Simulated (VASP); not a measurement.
A run of VASP 6.6.1 is set up as follows.

POSCAR

```
AlN
1.0
    3.1130000000      0.0000000000      0.0000000000
   -1.5565000000      2.6959370800      0.0000000000
    0.0000000000      0.0000000000      4.9810000000
Al N
2 2
Direct
    0.3333333300      0.6666666700      0.0000000000
    0.6666666700      0.3333333300      0.5000000000
    0.3333333300      0.6666666700      0.3800000000
    0.6666666700      0.3333333300      0.8800000000
```

File INCAR.step1:

```
PREC = Accurate
ENCUT = 420
EDIFF = 1E-8
ISMEAR = 0
SIGMA = 0.01
LREAL = F
LASPH = T
NELM = 100
ALGO = Normal
LWAVE = T
LCHARG = F
GGA = PE
```

The input INCAR.step2:

```
PREC = Accurate
ENCUT = 420
EDIFF = 1E-8
ISMEAR = 0
SIGMA = 0.01
LREAL = F
LASPH = T
NELM = 1
ALGO = Exact
LWAVE = T
LCHARG = F
GGA = PE
NBANDS = 288
LOPTICS = T
ISTART = 1
```

Contents of INCAR.step3:

```
PREC = Accurate
ENCUT = 420
EDIFF = 1E-8
ISMEAR = 0
SIGMA = 0.01
LREAL = F
LASPH = T
ALGO = EVGW0
LWAVE = F
LCHARG = F
GGA = PE
NELMGW = 1
NBANDS = 288
ENCUTGW = 200
NOMEGA = 60
PRECFOCK = Fast
ISTART = 1
NBANDSGW = 16
```

KPOINTS

```
regular mesh
0
Gamma
  6 6 4
```

Potentials or basis: VASP PAW PBE potentials, release 64 (Al_GW, N_GW).

Command:

```sh
$ cat potpaw_PBE.64/Al_GW/POTCAR potpaw_PBE.64/N_GW/POTCAR > POTCAR
$ cp INCAR.step1 INCAR
$ mpirun -np 1 vasp_std > vasp.out
$ cp INCAR.step2 INCAR
$ mpirun -np 1 vasp_std > vasp.out
$ cp INCAR.step3 INCAR
$ mpirun -np 1 vasp_std > vasp.out
```

(1) Predict the quasiparticle gap.

(2) What does it give for the least direct quasiparticle gap?

(3) Estimate the band gap on the k mesh, mean-field level.

Results:

(1) 5.82 eV.

(2) 5.82 eV.

(3) 4.20 eV, direct.

Caveat: bands, screening cutoff and mesh are small and nothing is extrapolated, so the quasiparticle values aren't converged.

**What was measured.**

From “Self-assembly of well-separated AlN nanowires directly on sputtered metallic TiN films”, 2019, arxiv:1910.07391, for a bulk crystal of AlN at 10 K: band gap 6.034 eV (an exciton energy, a little under the gap).

A measured gap of AlN is 6.034 eV (an exciton energy, a little under the gap; 10 K; quoted in “Self-assembly of well-separated AlN nanowires directly on sputtered metallic TiN films”, 2019, arxiv:1910.07391); the calculated 5.82 eV misses it by -0.21 eV. 2 values of this kind are on record (6.034 to 6.0343 eV); this one was drawn at random. The value is that of G0W0 on PBE, without temperature or zero-point motion.
